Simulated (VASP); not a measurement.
Input:

```xyz
2
Lattice="2.4923 0.0000 0.0000 -1.2461 2.1584 0.0000 0.0000 0.0000 4.0283" Properties=species:S:1:pos:R:3 pbc="T T T"
Co     1.2461     0.7195     3.0212
Co     0.0000     1.4389     1.0071
```
Starting moments (μB, in the order of the record's atoms Co Co): 1.6 1.6.

Computed with PBE GGA, VASP's PBE PAW potentials (set 64) (plane waves; VASP). Run with 480 eV cut-off, 15×15×8 Γ-centred mesh, first-order Methfessel-Paxton smearing of 0.10 eV, potentials Co.

Task: Estimate the cell moment, energy per atom (σ→0), band gap (on the k-mesh) with the smallest direct gap where there is one.

Result: 
```json
{
  "band gap (on the k-mesh)": "none (metal, semimetal or under 0.01 eV)",
  "cell_moment": "3.25 μB",
  "energy per atom (σ→0)": "-7.037 eV/atom"
}
```

Task: Give the moment on each site (PAW-sphere projection).

Result: 
| site | moment (μB) |
|---|---|
| Co1 | 1.64 |
| Co2 | 1.64 |

Only differences to runs with the same potentials and settings are physical.

The compound is Co in the hcp structure. It was relaxed first. The start is the result of an earlier pass.
